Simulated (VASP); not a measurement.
Consider the following.

```yaml
crystal:
  lattice:
    - [3.79200, 0.00000, 0.00000]
    - [0.00000, 3.79200, 0.00000]
    - [0.00000, 0.00000, 16.22535]
  atoms:
    - { symbol: Sn, position: [0.50000, 0.00000, 0.56858] }
    - { symbol: Sn, position: [0.00000, 0.50000, 0.43142] }
    - { symbol: O, position: [0.00000, 0.00000, 0.50000] }
    - { symbol: O, position: [0.50000, 0.50000, 0.50000] }
```

Level of theory: PBE GGA, VASP's PBE PAW potentials (set 64) (plane waves; VASP). Run with 400 eV cut-off, 5×5×1 Γ-centred mesh, Gaussian smearing of 0.20 eV, potentials Sn_d O.

At this cut-off the stress carries a Pulay error, which pulls relaxed volumes low. The cell holds a wide vacuum, so values per volume refer to the whole cell.

Q: Give the force on each atom (eV/Å).

A: 
| atom | Fx | Fy | Fz |
|---|---|---|---|
| Sn1 | 0.000 | 0.000 | 1.647 |
| Sn2 | 0.000 | 0.000 | -1.647 |
| O3 | 0.000 | 0.000 | 0.000 |
| O4 | 0.000 | 0.000 | 0.000 |

Q: Give the stress tensor in GPa (positive for a compressed cell).

A: 
```
1.44  0.00  0.00
0.00  1.44  0.00
0.00  0.00  1.62
```
The pressure is its mean diagonal, 1.50 GPa.

The cell is a sheet with vacuum, built from a generated structure.
